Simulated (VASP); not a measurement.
Ni3Si (L1_2): the formation energy from VASP (plane waves, PAW) at several levels of theory. The references are the elements' solids at the same level; no temperature or zero-point terms are added.

| level | formation energy (eV/atom) |
|---|---|
| LDA | -0.556 |
| PBE | -0.460 |
| PBEsol | -0.535 |
| r2SCAN | -0.442 |

The cell of the LDA run:

Space group Pm-3m (No. 221); a = 3.4290 Å, b = 3.4290 Å, c = 3.4290 Å, α = 90.00°, β = 90.00°, γ = 90.00°

| atom | site | symmetry | x | y | z |
|---|---|---|---|---|---|
| Si | 1a | m-3m | 0.0000 | 0.0000 | 0.0000 |
| Ni | 3c | 4/mm.m | 0.0000 | 0.5000 | 0.5000 |

Only levels that ran to the end are used. Left out are those held back, those with too coarse a band path, GW runs whose mesh misses a band edge, hybrids' fits of cells that aren't cubic and levels without matching references; a question may draw on a part of the rest.
